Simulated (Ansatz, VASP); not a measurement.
## Cross-check of PN (honeycomb PN monolayer) between VASP and Ansatz

One calculation is typed for both programs; each brings its own data sets. How far apart do they land? The structure shown is the start of the Ansatz relaxation below; VASP solves that cell, so the two are compared at the walk's first step.

Program: Ansatz 0.2.0. Level of theory: plane waves, with VASP 6.6.1 beside it; single point at PBE with D3(BJ). Results are calculated unless marked as measured.

### Step 1. The structure

The cell holds 2 atoms: 1 N and 1 P. Cell: a = 2.730 Å, b = 2.730 Å, c = 32.760 Å, α = 90.0°, β = 90.0°, γ = 120.0°. Vacuum lies along c.

### Step 2. Ansatz: relaxation, PBE with D3(BJ)

Ansatz runs on its PAW soft_1 files.

The two programs are compared at the cell with which this relaxation starts, whose forces are those of its first step.

Input file input.yaml:

```yaml
crystal:
  lattice:
    - [2.73, 0.0, 0.0]
    - [-1.365, 2.3642493523, 0.0]
    - [0.0, 0.0, 32.7599999992]
  atoms:
    - { symbol: "N", position: [0.6666666667, 0.3333333333, 0.4868742369] }
    - { symbol: P, position: [0.3333333333, 0.6666666667, 0.5131257631] }
  periodic: [true, true, false]
kpoints:
  mp_grid: { grid: [12, 12, 1] }
hamiltonian:
  xc: pbe
  dispersion: d3bj
  pseudopotentials: { kind: paw, azcp: { folder: soft_1 } }
scf:
  occupations: { method: fermi_dirac, width: 0.05 }
  convergence: { dr2_threshold: 1.0e-09 }
relax:
  f_tol: 0.004
  max_steps: 90
  cell: {}
output:
  write_potential: true
  write_density: true
  volumetric_format: npy
```

Run with:

```sh
$ ansatz run input.yaml --threads 2 --pin off --max-ram 3072MiB --backend cpu --events-out ev --progress --plain --runs-dir out
```

Numbers of over 12 decimals in the logs are rounded to 6 here.

The log of the run:

```text
Warning: relax.cell: scf.convergence.dr2_threshold = 1e-9 eV is looser than the 1.69578326586e-10 eV advised for a relaxation that steers and ends on the stress (1e-10 eV for each atom of the cell: 2, times the square of relax.cell.stress_2d_tol = 0.05 N/m over 10.9 Å (the atoms' height at the walk's start and 5 Å past either face), 4.604e-2 GPa, over a crystal's default 0.05). What an SCF threshold leaves in a stress goes as its square root, and in the free energy as the threshold itself, and one threshold admits the most on a small cell: [figures from the program's tests cut] Set scf.convergence.dr2_threshold to 1.69578326586e-10 eV or tighter. [rest of the remark cut]
Engine: ansatz 0.2.0, aarch64-unknown-linux-gnu
Pseudopotentials: kind: paw
Pseudopotential: N, paw, valence charge 5, recommended cutoff 420 eV (normal), soft_1/N.paw.azcp
Pseudopotential: P, paw, valence charge 5, recommended cutoff 420 eV (normal), soft_1/P.paw.azcp
Functional definition: PBE
  parameter kappa = 0.804
  parameter beta = 0.066725
  exchange = pbe_x(kappa = kappa, mu = beta*pi^2/3)
  correlation = pbe_c(beta = beta)
Crystal: 2 atoms, lattice volume = 211.446 Å³
Basis set: ecut = 420 eV, 4159 PW (Γ), exchange–correlation on 40×40×450 points (8 copies of the dense FFT grid, shifted against one another)
Bands: 9, of which v1, the nominal top of the filled ones, is band 5 counted from 1 (4 counted from 0)
Symmetry: 6 space group operations
Space group: P3m1 (ITA 156), of the structure as read, at distance tolerance 6.0e-5 Å
k-points: 19 of 144 (time reversal used)
Non-local potential: N, projectors of the file, l = 0: 2, l = 1: 2, l = 2: 1
Non-local potential: P, projectors of the file, l = 0: 2, l = 1: 2, l = 2: 1
PAW form: soft (Blöchl's): semilocal exchange-correlation on the pseudo side does not see the compensation charge
PAW one-centre angular grid: N, 110 points (default); XC on 64 Gauss nodes
PAW one-centre angular grid: P, 110 points (default); XC on 64 Gauss nodes
Initial density: superposition of atomic densities (neutral atoms: chi_scale 0, normalization atom)
Initial wavefunctions: pseudopotential atomic-orbital guess
Functional: x = pbe(κ = 0.804, μ = 0.219515), c = pbe(β = 0.066725)
SCF iter   1: F=—  HF=-1140.651554 eV  |F-HF|=—  |Δ(HF+E_count)|=         —  Δρ=4.66e-2  dr2=5.61e0  ethr=3.10e-3  ⟨swp⟩=14.1  Hψ=2624  notcnv=0
preconditioner: auto → none  [insulator: Δε(μ)=2.588 eV  Ē_g=14.778 eV  σ=0.050 eV  W_gap=1.00  n_scr=16 (ndim 8)  ℏωp=8.1 eV  f_vac=0.831  D(μ)=0.00/eV (n_scr^D=0)  ε∞_Penn≈1.3]
SCF iter   2: F=—  HF=-1141.382979 eV  |F-HF|=—  |Δ(HF+E_count)|=   7.31e-1  Δρ=4.82e-2  dr2=1.43e1  ethr=3.10e-3  ⟨swp⟩=6.8  Hψ=901  notcnv=0  defer=1  recentre
SCF iter   3: F=—  HF=-1139.582337 eV  |F-HF|=—  |Δ(HF+E_count)|=    1.80e0  Δρ=1.90e-2  dr2=1.08e0  ethr=3.10e-3  ⟨swp⟩=6.1  Hψ=896  notcnv=0
SCF iter   4: F=—  HF=-1139.381154 eV  |F-HF|=—  |Δ(HF+E_count)|=   2.01e-1  Δρ=6.36e-3  dr2=3.75e-2  ethr=3.10e-3  ⟨swp⟩=4.2  Hψ=577  notcnv=0
SCF iter   5: F=—  HF=-1139.378243 eV  |F-HF|=—  |Δ(HF+E_count)|=   2.91e-3  Δρ=1.17e-3  dr2=9.71e-3  ethr=3.75e-4  ⟨swp⟩=5.3  Hψ=545  notcnv=0
SCF iter   6: F=—  HF=-1139.376662 eV  |F-HF|=—  |Δ(HF+E_count)|=   1.58e-3  Δρ=3.96e-4  dr2=9.83e-4  ethr=9.71e-5  ⟨swp⟩=3.1  Hψ=312  notcnv=0
SCF iter   7: F=—  HF=-1139.376572 eV  |F-HF|=—  |Δ(HF+E_count)|=   8.95e-5  Δρ=1.29e-4  dr2=1.17e-4  ethr=9.83e-6  ⟨swp⟩=3.3  Hψ=330  notcnv=0
SCF iter   8: F=—  HF=-1139.376550 eV  |F-HF|=—  |Δ(HF+E_count)|=   2.24e-5  Δρ=4.33e-5  dr2=1.28e-5  ethr=1.17e-6  ⟨swp⟩=2.6  Hψ=265  notcnv=0
SCF iter   9: F=—  HF=-1139.376564 eV  |F-HF|=—  |Δ(HF+E_count)|=   1.43e-5  Δρ=5.30e-6  dr2=4.34e-8  ethr=1.28e-7  ⟨swp⟩=3.1  Hψ=304  notcnv=0
SCF iter  10: F=—  HF=-1139.376554 eV  |F-HF|=—  |Δ(HF+E_count)|=   9.80e-6  Δρ=2.80e-6  dr2=2.12e-8  ethr=4.34e-10  ⟨swp⟩=4.1  Hψ=417  notcnv=0
SCF iter  11: F=-1139.376554 eV  HF=-1139.376554 eV  |F-HF|=1.01e-10  |Δ(HF+E_count)|=   5.09e-9  Δρ=3.06e-7  dr2=1.66e-10  ethr=1.00e-11  ⟨swp⟩=12.9  Hψ=1676  notcnv=0
SCF 1 converged in 11 iterations: F = -1139.376554 eV  dr2 = 1.66e-10
  greatest PAW one-centre occupation: 0.812 electrons in one spin orbital (limit 2), on the N atom at site 0 (counted from 0), in its partial waves of l = 0
[...]
SCF iter   5: F=—  HF=-1139.379118 eV  |F-HF|=—  |Δ(HF+E_count)|=   8.56e-6  Δρ=1.46e-6  dr2=2.61e-9  ethr=1.29e-9  ⟨swp⟩=3.3  Hψ=351  notcnv=0
SCF iter   6: F=-1139.379118 eV  HF=-1139.379118 eV  |F-HF|=5.73e-11  |Δ(HF+E_count)|=  7.77e-10  Δρ=4.28e-7  dr2=2.47e-10  ethr=1.00e-11  ⟨swp⟩=12.7  Hψ=1241  notcnv=0
SCF 3 converged in 6 iterations: F = -1139.379118 eV  dr2 = 2.47e-10
relax step   3: F+E_penalty+E_count = -1139.37911813 eV  Δ(F+E_penalty+E_count) = -1.728e-4 eV  max|allowed force component| = 4.215e-2 eV/Å  Δτ_max = 0.0000 Å  P = -0.139 N/m  Ω = 209.465 Å³  energy of the carried Pulay correction = +2.876e-4 eV  fix = [c, alpha, beta]  reactions: c -0.000 N/m  (6 SCF iters, accepted)
[...]
relax step   4: F+E_penalty+E_count = -1139.37922643 eV  Δ(F+E_penalty+E_count) = -1.083e-4 eV  max|allowed force component| = 3.195e-4 eV/Å  Δτ_max = 0.0008 Å  P = -0.006 N/m  Ω = 209.208 Å³  energy of the carried Pulay correction = +3.251e-4 eV  fix = [c, alpha, beta]  reactions: c -0.000 N/m  (7 SCF iters, accepted)
[...]
relax step   5: F+E_penalty+E_count = -1139.37891782 eV  Δ(F+E_penalty+E_count) = +3.086e-4 eV  max|allowed force component| = 3.882e-4 eV/Å  Δτ_max = 0.0000 Å  P = -0.016 N/m  Ω = 209.208 Å³  fix = [c, alpha, beta]  reactions: c -0.000 N/m  stress off target by 1.64e-2 N/m on what of the cell is left free  SCF on the basis re-selected at this cell (its energy is not comparable with the rows above)  (5 SCF iters)
basis re-selected at this cell: Δ(F+E_penalty+E_count) = +3.086e-4 eV, ΔP = -0.011 N/m vs the last step (what re-selecting the basis moved, of the pressure what is left beyond the Pulay correction that the steps carried, after the strain that the cell walked since its last selection, with what the two solves' SCF thresholds leave and, on support functions, any second-order correction that the steps lacked; it is no m [...]
WARN: The output density's exchange-correlation potential varies sharply where the density is thin. Do not read a vacuum level from v_tot or v_xc, or from such a field of the output density. On a cell that repeats whose density bears no net charge and no dipole along the vacuum's axis use v_es (v_loc + v_h of the components); under efield.dipole_correction with no amplitude use v_es + v_field, which holds any externa [...]
SCF converged after 5 iterations
Free energy (F): -1139.378918 eV
Harris-Foulkes:  -1139.378918 eV  (|F-HF|=3.89e-10)
Internal energy: -1139.378918 eV  (E = F + TS)
E sigma→0 (E₀):  -1139.378918 eV
Fermi energy:    -6.080941 eV
--- Per-component energies (eV) ---
  E_band       = -143.520964
  E_kinetic    = 199.121219
  E_local      = -10732.861654  (includes V_loc(G=0)·N_el)
  E_nonlocal   = 67.077347
  E_hartree    = 5243.610477
  E_xc         = -132.652415
  E_vxc        = -136.727867  (∫ρ·V_xc dr)
  E_paw        = -685.589856  (= ΣΔE_a)
  E_vpaw       = -27.351656  (= ΣTr[D̂ρ^β])
  E_aug_tail   = 0.000861  (compensation charges beyond the density's cutoff)
  E_ewald      = 4902.220874
  E_disp       = -0.305772  (pairwise vdW)
  E_smearing   = -0.000000  (= −TS)
  E_closure    = 0.000000  (closes the sum)
  Σ components = -1139.378918   (vs F -1139.378918, Δ=0.00e0)
--- Forces (eV/Å), atoms counted from 1 ---
  atom   1  N      0.00000000     0.00000000     0.00038754
  atom   2  P      0.00000000    -0.00000000    -0.00038894
  max |Σ_I F_I| component: 1.40e-6 eV/Å
--- 2D stress c σ (N/m, compression-positive) ---
       -0.016449      -0.000000      -0.000000
       -0.000000      -0.016449      -0.000000
       -0.000000      -0.000000      -0.000000
  P = ½ c Tr σ = -0.0164 N/m
--- Band table (eV; the first three rows and the last of 19) ---
  k-point 0: bands = ["-26.7046", "-14.9572", "-9.3802", "-9.3802", "-7.8346", "-2.2366 (-2.2366°)", "-0.6908", "-0.1577", "-0.1577"]
  k-point 1: bands = ["-26.5612", "-14.8299", "-10.1742", "-9.5688", "-7.6749", "-1.8176 (-1.8175°)", "-0.7168 (-0.7168°)", "-0.3465", "0.0838"]
  k-point 2: bands = ["-26.1373", "-14.5044", "-11.8155", "-10.0323", "-7.4020", "-2.1247", "-0.6938 (-0.6938°)", "0.3514", "0.5928"]
  k-point 18: bands = ["-22.5834", "-17.6007", "-15.3669", "-9.8800", "-7.8777", "-4.6752", "-0.9570", "2.9082", "5.0856"]
  ° read free of the cell's end (the report's vacuum.weakly_bound_levels)
--- Relaxed structure (4 steps of the walk, 4 accepted, 1 SCFs on fresh bases) ---
  F+E_penalty+E_count = -1139.37891782 eV   max|allowed force component| = 3.882e-4 eV/Å   (the final SCF, on the basis selected at the relaxed cell)
  cell:  # Å, volume = 209.2080 Å³
    - [2.715513, 0.0, 0]
    - [-1.357757, 2.351703, 0]
    - [0, 0, 32.7599999992]
  atoms:
    - { symbol: N, position: [0.666667, 0.333333, 0.486738] }
    - { symbol: P, position: [0.333333, 0.666667, 0.513262] }
```

In the SCF lines HF is the Harris–Foulkes energy and dr2 the Hartree energy of the density residual, in eV; the loop may stop once dr2 is under the threshold and the program's other checks hold. Hψ counts applications of the Hamiltonian.

### Step 3. VASP: single point, PBE with D3(BJ), start cell

The same cell, functional, mesh and smearing now go to VASP, with its own data sets.

Lines of VASP's logs that name or quote its potential files are left out, and so is its time.

Input file INCAR:

```
SYSTEM = PN
PREC = Accurate
ENCUT = 520
EDIFF = 1E-06
NELM = 120
ISMEAR = -1
SIGMA = 0.05
LREAL = .FALSE.
ALGO = Normal
GGA = PE
IVDW = 12
NBANDS = 11
LORBIT = 11
LWAVE = .FALSE.
LCHARG = .FALSE.
ISIF = 2
LDIPOL = .TRUE.
IDIPOL = 3
DIPOL = 0.5 0.5 0.5
LVHAR = .TRUE.
LASPH = .TRUE.
GGA_COMPAT = .FALSE.
EFERMI = MIDGAP
NELMDL = -8
```

Input file POSCAR:

```
PN
1.0
    2.7300000000      0.0000000000      0.0000000000
   -1.3650000000      2.3642490000      0.0000000000
    0.0000000000      0.0000000000     32.7600000000
N P
1 1
Direct
    0.6666666667      0.3333333333      0.4868742369
    0.3333333333      0.6666666667      0.5131257631
```

Input file KPOINTS:

```
Automatic mesh
0
Gamma
12 12 1
0 0 0
```

The projector-augmented-wave data sets are N and P (PBE family, release 64).

Run with:

```sh
$ mpirun -np 1 vasp_std
```

The log of the run:

```text
[banner, memory and clock lines left out]
running    1 mpi-ranks, on    1 nodes
 distrk:  each k-point on    1 cores,    1 groups
 distr:  one band on    1 cores,    1 groups

 POSCAR found type information on POSCAR N P
 POSCAR found :  2 types and       2 ions
 LDA part: xc-table for (Slater+PW92), standard interpolation
 POSCAR, INCAR and KPOINTS ok, starting setup
 FFT: planning ... GRIDC
 FFT: planning ... GRID_SOFT
 FFT: planning ... GRID
 WAVECAR not read
 entering main loop
       N       E                     dE             d eps       ncg     rms          rms(c)
DAV:   1     0.870313414614E+02    0.87031E+02   -0.33906E+03   434   0.616E+02
DAV:   2    -0.395385824659E+01   -0.90985E+02   -0.74033E+02   689   0.110E+02
DAV:   3    -0.142709109859E+02   -0.10317E+02   -0.10293E+02   646   0.603E+01
DAV:   4    -0.144694833171E+02   -0.19857E+00   -0.19848E+00   701   0.836E+00
DAV:   5    -0.144698089611E+02   -0.32564E-03   -0.32561E-03   630   0.355E-01
DAV:   6    -0.144698102142E+02   -0.12531E-05   -0.12531E-05   687   0.203E-02
DAV:   7    -0.144698102185E+02   -0.43110E-08   -0.42986E-08   630   0.951E-04
DAV:   8    -0.144698102186E+02   -0.20009E-10   -0.26658E-10   701   0.706E-05    0.115E+01
DAV:   9    -0.132243786552E+02    0.12454E+01   -0.10609E+01   625   0.185E+01    0.523E+00
DAV:  10    -0.131840381408E+02    0.40341E-01   -0.98206E-01   546   0.632E+00    0.293E+00
DAV:  11    -0.131769075478E+02    0.71306E-02   -0.72550E-02   617   0.177E+00    0.209E-01
DAV:  12    -0.131760946490E+02    0.81290E-03   -0.10294E-02   667   0.608E-01    0.154E-01
DAV:  13    -0.131761748101E+02   -0.80161E-04   -0.10475E-03   648   0.228E-01    0.654E-02
DAV:  14    -0.131762519355E+02   -0.77125E-04   -0.54796E-05   623   0.580E-02    0.241E-02
DAV:  15    -0.131763090219E+02   -0.57086E-04   -0.18294E-05   601   0.292E-02    0.691E-03
DAV:  16    -0.131763526269E+02   -0.43605E-04   -0.47265E-06   628   0.128E-02    0.344E-03
DAV:  17    -0.131763824730E+02   -0.29846E-04   -0.17469E-06   621   0.517E-03    0.176E-03
DAV:  18    -0.131764152842E+02   -0.32811E-04   -0.27253E-06   600   0.553E-03    0.149E-03
DAV:  19    -0.131764327646E+02   -0.17480E-04   -0.12437E-06   632   0.338E-03    0.301E-04
DAV:  20    -0.131764371125E+02   -0.43478E-05   -0.12024E-07   595   0.111E-03    0.270E-04
DAV:  21    -0.131764405061E+02   -0.33937E-05   -0.88591E-08   579   0.950E-04    0.214E-04
DAV:  22    -0.131764411225E+02   -0.61633E-06   -0.71674E-09   514   0.330E-04
   1 F= -.13479030E+02 E0= -.13479030E+02  d E =-.294721E-08
```

Parts of OUTCAR (step 3):

```text
ion  position               nearest neighbor table
   1  0.667  0.333  0.487-   2 1.80   2 1.80   2 1.80
   2  0.333  0.667  0.513-   1 1.80   1 1.80   1 1.80

  LATTYP: Found a hexagonal cell.
 ALAT       =     2.7300000000
 C/A-ratio  =    12.0000000000

 Subroutine GETGRP returns: Found  6 space group operations
 (whereof  6 operations were pure point group operations)

The static configuration has the point symmetry C_3v.

 Found     19 irreducible k-points:

   k-points           NKPTS =     19   k-points in BZ     NKDIM =     19   number of bands    NBANDS=     11

   dimension x,y,z NGX =    20 NGY =   20 NGZ =  250
   dimension x,y,z NGXF=    40 NGYF=   40 NGZF=  500

   ENCUT  =  520.0 eV  38.22 Ry    6.18 a.u.   5.08  5.08 60.91*2*pi/ulx,y,z

   NELECT =      10.0000    total number of electrons

 k-points in reciprocal lattice and weights: Automatic mesh
   0.00000000  0.00000000  0.00000000       0.007
   0.08333333  0.00000000  0.00000000       0.042
   0.16666667  0.00000000  0.00000000       0.042
   0.25000000  0.00000000  0.00000000       0.042
   0.33333333  0.00000000  0.00000000       0.042
   0.41666667  0.00000000  0.00000000       0.042
   0.50000000  0.00000000  0.00000000       0.021
   0.08333333  0.08333333  0.00000000       0.042
   0.16666667  0.08333333  0.00000000       0.083
[...]
0.33333333  0.25000000  0.00000000       0.083
   0.33333333  0.33333333  0.00000000       0.014

 dipolmoment           0.000000      0.000000     -0.026502 electrons x Angstroem

 average (electrostatic) potential at core
       1 -74.2671       2 -94.7645

 E-fermi :  -4.6001

 k-point     1 :       0.0000    0.0000    0.0000
  band No.  band energies     occupation
      1     -25.1463      2.00000
      2     -13.4037      2.00000
      3      -7.9825      2.00000
      4      -7.9825      2.00000
      5      -6.2939      2.00000
      6      -0.8920      0.00000
      7       0.7744      0.00000
      8       1.1793      0.00000
      9       1.1793      0.00000
     10       1.2255      0.00000
    ...

 k-point     2 :       0.0833    0.0000    0.0000
  band No.  band energies     occupation
      1     -25.0048      2.00000
      2     -13.2799      2.00000
      3      -8.7686      2.00000
      4      -8.1690      2.00000
      5      -6.1349      2.00000
      6      -0.4663      0.00000
      7       0.6800      0.00000
      8       1.0766      0.00000
      9       1.4212      0.00000
     10       1.4246      0.00000
    ...

 k-point     3 :       0.1667    0.0000    0.0000
  band No.  band energies     occupation
      1     -24.5866      2.00000
      2     -12.9708      2.00000
      3     -10.3837      2.00000
      4      -8.6273      2.00000
      5      -5.8668      2.00000
      6      -0.7546      0.00000
      7       0.7359      0.00000
      8       1.7728      0.00000
      9       1.9503      0.00000
     10       1.9975      0.00000
    ...

 Edisp (eV)   -0.30259

  Total      -0.44043    -0.44043    -0.00088    -0.00000     0.00000     0.00000
  in kB      -3.33727    -3.33727    -0.00668    -0.00000     0.00000     0.00000
  external pressure =       -2.23 kB  Pullay stress =        0.00 kB

  energy-cutoff  :      520.00
  volume of cell :      211.45
      direct lattice vectors                 reciprocal lattice vectors
     2.730000000  0.000000000  0.000000000     0.366300366  0.211483647  0.000000000
    -1.365000000  2.364249000  0.000000000     0.000000000  0.422967293  0.000000000
     0.000000000  0.000000000 32.760000000     0.000000000  0.000000000  0.030525031

 POSITION                                       TOTAL-FORCE (eV/Angst)
 -----------------------------------------------------------------------------------
      1.36500      0.78808     15.95000        -0.000000     -0.000000     -0.022721
     -0.00000      1.57617     16.81000         0.000000      0.000000      0.022721
 -----------------------------------------------------------------------------------
    total drift:                               -0.000000      0.000009      0.000145

  FREE ENERGIE OF THE ION-ELECTRON SYSTEM (eV)
  ---------------------------------------------------
  free  energy   TOTEN  =       -13.4790301495 eV

  energy  without entropy=      -13.4790301465  energy(sigma->0) =      -13.47903015

 vacuum level on the upper side and lower side of the slab         1.095         1.839

 total charge
# of ion       s       p       d       tot
------------------------------------------
    1        1.276   2.485   0.000   3.762
    2        1.052   1.346   0.000   2.399
--------------------------------------------------
tot          2.329   3.832   0.000   6.161

[... 3 further parts left out ...]
```

### Step 4. Differences

Known differences besides the potentials themselves: Ansatz cuts the interaction across the vacuum, VASP repeats the sheet with a dipole correction; the cutoff is 420 eV in Ansatz and 520 eV in VASP. Total energies have different zeros and are not compared.

At this near-relaxed geometry the largest component of a force difference is 104 meV/Å. With vacuum in the cell, a pressure given here is an average over mostly empty space and none of the material.

### Step 5. Summary of results

```
r.m.s. force difference (single point, PBE with D3(BJ), start cell) : 60 meV/Å
```

In words: The r.m.s. force difference is 60 meV/Å (single point, PBE with D3(BJ), start cell), beyond the 12 meV/Å picked in this series as the mark of a large difference. What causes the difference of the single point, PBE with D3(BJ), start cell pair stays open here. 1 further run of this series is not shown here. How closely two codes agree says nothing of how well the functional describes the real material.

[Lines on the potential files, build, host, timing and source positions are cut from VASP's logs without a mark.]

[Logs are printed without paths, hosts, clocks, repeated set-up lines and the standing remarks that a program may print on its own settings, such as how far it seeks lower states.]

[Hosts, paths, dates, database ids (printed as entryN), source tags and the programs' standing remarks are cut or masked in the printed files.]
